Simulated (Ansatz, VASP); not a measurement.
# LiHgS: VASP beside Ansatz

```
Li Hg S
1.0
     3.60330    0.00000    0.00000
     0.00000    3.60330    0.00000
     0.00000    0.00000    5.22942
Li Hg S
1 1 1
Direct
  0.50000 0.50000 0.50000
  0.00000 0.00000 0.00000
  0.00000 0.00000 0.50000
```

Alike in both runs: task relaxation of cell and atoms; functional PBE; k mesh 14 × 14 × 10; occupations gaussian, width 0.1 eV; no spin polarisation.

```csv
,VASP,Ansatz
version,VASP 6.6.1,Ansatz 0.2.0
potentials or method,"VASP PAW PBE potentials, release 64 (Li_sv, Hg, S)","scalar-relativistic, plane waves, PAW"
plane-wave cutoff (eV),600,420
valence electrons in the cell,21,29
```

Ansatz gave:

| Property | Result |
| --- | --- |
| gap on the k mesh at the Fermi level, each at its own relaxed structure (eV) | none |
| relaxed volume (Å³/atom) | 23.01 |
| relaxed cell length with the largest relative difference (Å) | 5.195 |
| energy change over the relaxation (meV/atom) | -2 |

Question: Estimate VASP's values.

Answer: gap on the k mesh at the Fermi level, each at its own relaxed structure (eV): none; relaxed volume (Å³/atom): 23.06; relaxed cell length with the largest relative difference (Å): 5.209; energy change over the relaxation (meV/atom): -1.

A gap of «none» marks a metal or a gap that the smearing closes. The two sets of potentials don't hold the same shells in valence.

Caveats: the cutoff is under 1.25 times the usual one of these potentials, so pressure, stress and relaxed cells hold a basis-set (Pulay) error (VASP). The runs have no spin-orbit coupling, so splittings on Hg are missing.
